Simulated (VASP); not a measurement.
Calculation: LDA (Ceperley-Alder, Perdew-Zunger), VASP's LDA PAW potentials (set 64) (plane waves; VASP 6.6.1).

VASP input:

POSCAR:
```
Al3Sc
1
    4.0303545217    -0.0000000000     0.0000000000
    0.0000000000     4.0303545217     0.0000000000
   -0.0000000000     0.0000000000     4.0303545217
Sc Al
1 3
Direct
  0.0000000000   0.0000000000   0.0000000000
  0.0000000000   0.5000000000   0.5000000000
  0.5000000000   0.0000000000   0.5000000000
  0.5000000000   0.5000000000   0.0000000000
```

### INCAR
```
SYSTEM = Al3Sc
PREC = Accurate
ENCUT = 400
EDIFF = 1E-6
NELM = 100
ALGO = Normal
LREAL = .FALSE.
LASPH = .TRUE.
ISMEAR = 1
SIGMA = 0.1
LMAXMIX = 4
LWAVE = .FALSE.
LCHARG = .FALSE.
IBRION = 2
ISIF = 3
NSW = 60
EDIFFG = -0.02
```

**KPOINTS**
```
Automatic mesh
0
Gamma
7 7 7
0 0 0
```

POTCAR, in this order: Sc_sv Al (LDA.64 set). Program: vasp_std.

The resulting files:

File OSZICAR:
```
       N       E                     dE             d eps       ncg     rms          rms(c)
DAV:   1     0.100699736987E+03    0.10070E+03   -0.73807E+03   568   0.108E+03
DAV:   2    -0.156153914561E+02   -0.11632E+03   -0.11466E+03   636   0.352E+02
DAV:   3    -0.221561453155E+02   -0.65408E+01   -0.62262E+01   888   0.636E+01
DAV:   4    -0.222711172538E+02   -0.11497E+00   -0.11448E+00   786   0.908E+00
DAV:   5    -0.222734721308E+02   -0.23549E-02   -0.23545E-02   790   0.129E+00    0.968E+00
DAV:   6    -0.213762451521E+02    0.89723E+00   -0.45993E+00   934   0.270E+01    0.349E+00
DAV:   7    -0.213161399011E+02    0.60105E-01   -0.10787E-01   824   0.321E+00    0.205E+00
DAV:   8    -0.212888028577E+02    0.27337E-01   -0.44596E-02   930   0.205E+00    0.249E-01
DAV:   9    -0.212884890472E+02    0.31381E-03   -0.66223E-03   876   0.117E+00    0.187E-01
DAV:  10    -0.212882309323E+02    0.25811E-03   -0.87962E-04   920   0.401E-01    0.716E-02
DAV:  11    -0.212882272841E+02    0.36482E-05   -0.39255E-05   672   0.440E-02    0.312E-02
DAV:  12    -0.212882127431E+02    0.14541E-04   -0.10056E-04   944   0.127E-01    0.370E-03
DAV:  13    -0.212882126325E+02    0.11056E-06   -0.14279E-06   448   0.151E-02
   1 F= -.21288213E+02 E0= -.21287818E+02  d E =-.212882E+02
       N       E                     dE             d eps       ncg     rms          rms(c)
DAV:   1    -0.212894721550E+02   -0.12594E-02   -0.32685E-02   686   0.303E+00    0.283E-01
DAV:   2    -0.212884101589E+02    0.10620E-02   -0.78324E-03   864   0.130E+00    0.525E-02
DAV:   3    -0.212883115495E+02    0.98609E-04   -0.36384E-04   986   0.168E-01    0.332E-02
DAV:   4    -0.212882844085E+02    0.27141E-04   -0.65775E-05   718   0.103E-01    0.148E-02
DAV:   5    -0.212882837410E+02    0.66748E-06   -0.30185E-06   626   0.176E-02
   2 F= -.21288284E+02 E0= -.21287887E+02  d E =-.711084E-04
```

File OUTCAR:
```
------------------------ aborting loop because EDIFF is reached ----------------------------------------
  FORCE on cell =-STRESS in cart. coord.  units (eV):
  Direction    XX          YY          ZZ          XY          YZ          ZX
  --------------------------------------------------------------------------------------
  Total       -0.0380931     -0.0380931     -0.0380931      0.0000000      0.0000000     -0.0000000
  in kB       -0.9294225     -0.9294225     -0.9294225      0.0000000      0.0000000     -0.0000000
  external PRESSURE =      -0.9294225 kB  Pullay stress =       0.0000000 kB
  volume of cell :       65.67
      direct lattice vectors                 reciprocal lattice vectors
     4.034422851  0.000000000 -0.000000000     0.247866928  0.000000000 -0.000000000
     0.000000000  4.034422851  0.000000000     0.000000000  0.247866928  0.000000000
     0.000000000  0.000000000  4.034422851     0.000000000  0.000000000  0.247866928
 POSITION                                       TOTAL-FORCE (eV/Angst)
 -----------------------------------------------------------------------------------
      0.00000      0.00000      0.00000        -0.000000      0.000000      0.000000
      0.00000      2.01721      2.01721         0.000000      0.000000      0.000000
      2.01721      0.00000      2.01721         0.000000      0.000000      0.000000
      2.01721      2.01721     -0.00000         0.000000      0.000000      0.000000
 -----------------------------------------------------------------------------------
    total drift:                               -0.000000     -0.000000     -0.000000
  FREE ENERGIE OF THE ION-ELECTRON SYSTEM (eV)
  ---------------------------------------------------
  free  energy   TOTEN  =       -21.2882837410 eV

  energy  without entropy=      -21.2870947845  energy(sigma->0) =      -21.28788742

 reached required accuracy - stopping structural energy minimisation
```
(Selected blocks of OUTCAR.)

### CONTCAR
```
Al3Sc
   1.00000000000000
     4.0344228512814064    0.0000000000000000   -0.0000000000000000
     0.0000000000000000    4.0344228512814064    0.0000000000000000
     0.0000000000000000    0.0000000000000000    4.0344228512814064
  Sc              Al
     1     3
Direct
     0.0000000000000000    0.0000000000000000    0.0000000000000000
     0.0000000000000000    0.5000000000000000    0.5000000000000000
     0.5000000000000000    0.0000000000000000    0.5000000000000000
     0.5000000000000000    0.5000000000000000    0.0000000000000000
```

The compound is Al3Sc in the L1_2 structure. This run relaxes it. Symmetry was kept, so distortions that lower it aren't found. The start is the result of an earlier pass.
